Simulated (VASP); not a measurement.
All values below come from PBEsol GGA, VASP's PBE PAW potentials (set 64) (plane waves; VASP).

The input files of a VASP run:

### KPOINTS
```
k-points along high-symmetry lines
10
Line-mode
Reciprocal
  0.000000   0.000000   0.000000 ! GAMMA
  0.500000   0.000000   0.000000 ! M

  0.500000   0.000000   0.000000 ! M
  0.333333   0.333333   0.000000 ! K

  0.333333   0.333333   0.000000 ! K
  0.000000   0.000000   0.000000 ! GAMMA

  0.000000   0.000000   0.000000 ! GAMMA
  0.000000   0.000000   0.500000 ! A

  0.000000   0.000000   0.500000 ! A
  0.500000   0.000000   0.500000 ! L

  0.500000   0.000000   0.500000 ! L
  0.333333   0.333333   0.500000 ! H

  0.333333   0.333333   0.500000 ! H
  0.000000   0.000000   0.500000 ! A

  0.500000   0.000000   0.500000 ! L
  0.500000   0.000000   0.000000 ! M

  0.333333   0.333333   0.500000 ! H
  0.333333   0.333333   0.000000 ! K
```

INCAR:
```
SYSTEM=CsCl
PREC=Accurate; ENCUT=400; LREAL=.False.
LASPH=.True.; ICHARG=11
EDIFF=1E-7; NELM=100; ALGO=Normal
LMAXMIX=4
ISMEAR=0; SIGMA=0.05
GGA=PS
LWAVE=.False.; LCHARG=.False.; LORBIT=11
```

POSCAR:
```
CsCl
8.3648520
  0.5683280352   0.0000000000   0.0000000000
 -0.2841640176   0.4921865300   0.0000000000
  0.0000000000   0.0000000000   0.9999999969
Cs Cl
2 2
Direct
  0.0000000000   0.0000000000   0.0000000000
  0.0000000000   0.0000000000   0.5000000000
  0.3333330000   0.6666670000   0.2500000000
  0.6666670000   0.3333330000   0.7500000000
```

POTCAR, in this order: Cs_sv Cl (PBE.64 set). Program: vasp_std. Read from the step before: CHGCAR.

What will the output report for the number of irreducible k-points (NKPTS), number of bands (NBANDS), largest plane-wave count, number of space-group operations, FFT grid (NGX, NGY, NGZ)?

```
Item                                           Value
--------------------------------------  ------------
number of irreducible k-points (NKPTS)            90
number of bands (NBANDS)                          20
largest plane-wave count                        3004
number of space-group operations                  24
FFT grid (NGX, NGY, NGZ)                32 × 32 × 56
```

The structure was generated: CsCl was put into the NiAs type type (P6_3/mmc), which need not be its known phase. It was relaxed first, which changed the volume by -19 %.
